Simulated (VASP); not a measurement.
These are PBE GGA, VASP's PBE PAW potentials (set 64) (plane waves; VASP 6.6.1) values and carry that method's errors.

VASP input:

### POSCAR
```
Os
1
    1.3923000000    -2.4115340000     0.0000000000
    1.3923000000     2.4115340000     0.0000000000
    0.0000000000     0.0000000000     4.4064000000
Os
2
Direct
  0.3660603154   0.7201280061   0.2500000000
  0.6666670000   0.3333330000   0.7500000000
```

### INCAR
```
LWAVE = F
SYSTEM = Os
LCHARG = F
LMAXMIX = 6
ENCUT = 400
ALGO = Normal
IBRION = 2   # conjugate gradients
EDIFF = 1E-6   # SCF stop (eV)
EDIFFG = -0.01   # ionic stop
NELM = 100   # most electronic steps
LASPH = T
SIGMA = 0.1
ISMEAR = 1   # Methfessel-Paxton
GGA = PE
LREAL = F   # projection in real space or not
NSW = 40
PREC = Accurate
ISIF = 2
```

KPOINTS:
```
Automatic mesh
0
G
11 11 6
```

POTCAR, in this order: Os (PBE.64 set). Program: vasp_std.

The run wrote:

**OSZICAR**
```
       N       E                     dE             d eps       ncg     rms          rms(c)
DAV:   1     0.777790980168E+02    0.77779E+02   -0.65268E+03  5864   0.103E+03
DAV:   2    -0.184997805941E+02   -0.96279E+02   -0.86966E+02  6484   0.354E+02
DAV:   3    -0.237470205418E+02   -0.52472E+01   -0.48969E+01  7048   0.670E+01
DAV:   4    -0.238581107730E+02   -0.11109E+00   -0.10797E+00  6276   0.976E+00
DAV:   5    -0.238597028063E+02   -0.15920E-02   -0.15909E-02  6932   0.925E-01    0.206E+01
DAV:   6    -0.226940152173E+02    0.11657E+01   -0.14073E+00  6276   0.108E+01    0.895E+00
DAV:   7    -0.223868197989E+02    0.30720E+00   -0.84867E-01  6928   0.828E+00    0.422E-01
DAV:   8    -0.223810093780E+02    0.58104E-02   -0.70234E-03  6012   0.668E-01    0.244E-01
DAV:   9    -0.223789448245E+02    0.20646E-02   -0.12974E-03  6356   0.418E-01    0.492E-02
DAV:  10    -0.223789790462E+02   -0.34222E-04   -0.51241E-05  6640   0.707E-02    0.107E-02
DAV:  11    -0.223789547072E+02    0.24339E-04   -0.50419E-06  6080   0.263E-02    0.711E-04
DAV:  12    -0.223789539086E+02    0.79864E-06   -0.11509E-07  3100   0.392E-03
   1 F= -.22378954E+02 E0= -.22378697E+02  d E =-.223790E+02
       N       E                     dE             d eps       ncg     rms          rms(c)
DAV:   1    -0.224295668171E+02   -0.50612E-01   -0.15959E+01  5856   0.284E+01    0.440E-01
DAV:   2    -0.224324703038E+02   -0.29035E-02   -0.80844E-02  7192   0.344E+00    0.303E-01
DAV:   3    -0.224297646878E+02    0.27056E-02   -0.47121E-03  6080   0.533E-01    0.887E-02
DAV:   4    -0.224296374456E+02    0.12724E-03   -0.39786E-04  6916   0.167E-01    0.244E-02
DAV:   5    -0.224296311446E+02    0.63010E-05   -0.26695E-05  6148   0.410E-02    0.408E-03
DAV:   6    -0.224296311871E+02   -0.42492E-07   -0.63457E-07  3460   0.971E-03
   2 F= -.22429631E+02 E0= -.22430049E+02  d E =-.506773E-01
       N       E                     dE             d eps       ncg     rms          rms(c)
DAV:   1    -0.224369809733E+02   -0.73498E-02   -0.54289E+00  5856   0.166E+01    0.244E-01
DAV:   2    -0.224377367477E+02   -0.75577E-03   -0.24692E-02  7288   0.197E+00    0.168E-01
DAV:   3    -0.224367234703E+02    0.10133E-02   -0.29344E-03  6024   0.415E-01    0.236E-02
DAV:   4    -0.224367166190E+02    0.68512E-05   -0.38930E-05  7224   0.628E-02    0.143E-02
DAV:   5    -0.224367142530E+02    0.23661E-05   -0.77829E-06  6188   0.205E-02    0.158E-03
DAV:   6    -0.224367142648E+02   -0.11788E-07   -0.11458E-07  3004   0.419E-03
   3 F= -.22436714E+02 E0= -.22437521E+02  d E =-.577604E-01
       N       E                     dE             d eps       ncg     rms          rms(c)
DAV:   1    -0.224367931614E+02   -0.78908E-04   -0.47972E-02  5856   0.155E+00    0.230E-02
DAV:   2    -0.224367986375E+02   -0.54761E-05   -0.20729E-04  7336   0.183E-01    0.156E-02
DAV:   3    -0.224367905422E+02    0.80953E-05   -0.40006E-05  5984   0.482E-02    0.453E-03
DAV:   4    -0.224367894387E+02    0.11035E-05   -0.23299E-06  4860   0.128E-02    0.134E-03
DAV:   5    -0.224367894120E+02    0.26650E-07   -0.23024E-07  2928   0.430E-03
   4 F= -.22436789E+02 E0= -.22437601E+02  d E =-.578355E-01
       N       E                     dE             d eps       ncg     rms          rms(c)
DAV:   1    -0.224368061001E+02   -0.16661E-04   -0.61776E-03  5856   0.558E-01    0.824E-03
DAV:   2    -0.224368068091E+02   -0.70899E-06   -0.26686E-05  7308   0.659E-02    0.561E-03
DAV:   3    -0.224368057727E+02    0.10364E-05   -0.51088E-06  5944   0.172E-02    0.160E-03
DAV:   4    -0.224368056333E+02    0.13943E-06   -0.28598E-07  2928   0.456E-03
   5 F= -.22436806E+02 E0= -.22437619E+02  d E =-.162213E-04
```

### OUTCAR
```
------------------------ aborting loop because EDIFF is reached ----------------------------------------
  FORCE on cell =-STRESS in cart. coord.  units (eV):
  Direction    XX          YY          ZZ          XY          YZ          ZX
  --------------------------------------------------------------------------------------
  Total       -2.3393188     -2.3428766     -2.7266646     -0.0006488      0.0000000      0.0000000
  in kB     -126.6659429   -126.8585847   -147.6393650     -0.0351302      0.0000000      0.0000000
  external PRESSURE =    -133.7212975 kB  Pullay stress =       0.0000000 kB
  volume of cell :       29.59
      direct lattice vectors                 reciprocal lattice vectors
     1.392300000 -2.411534000  0.000000000     0.359118006 -0.207336907  0.000000000
     1.392300000  2.411534000  0.000000000     0.359118006  0.207336907  0.000000000
     0.000000000  0.000000000  4.406400000     0.000000000  0.000000000  0.226942629
 POSITION                                       TOTAL-FORCE (eV/Angst)
 -----------------------------------------------------------------------------------
      1.45222      0.82909      1.10160         0.001089     -0.003363      0.000000
      1.45238     -0.77909      3.30480        -0.001089      0.003363      0.000000
 -----------------------------------------------------------------------------------
    total drift:                               -0.000002      0.000003     -0.000000
  FREE ENERGIE OF THE ION-ELECTRON SYSTEM (eV)
  ---------------------------------------------------
  free  energy   TOTEN  =       -22.4368056333 eV

  energy  without entropy=      -22.4392448841  energy(sigma->0) =      -22.43761872

 reached required accuracy - stopping structural energy minimisation
```
(Selected blocks of OUTCAR.)

File CONTCAR:
```
Os
   1.00000000000000
     1.3923000000000001   -2.4115340000000001    0.0000000000000000
     1.3923000000000001    2.4115340000000001    0.0000000000000000
     0.0000000000000000    0.0000000000000000    4.4063999999999997
  Os
     2
Direct
     0.3496157343304220    0.6934196844798036    0.2500000000000000
     0.6831115810695734    0.3600413216201974    0.7500000000000000
```

The compound is Os in the hcp structure. In the starting cell atoms are displaced from their ideal sites. This run relaxes the ions in a fixed cell. Symmetry was kept, so distortions that lower it aren't found.
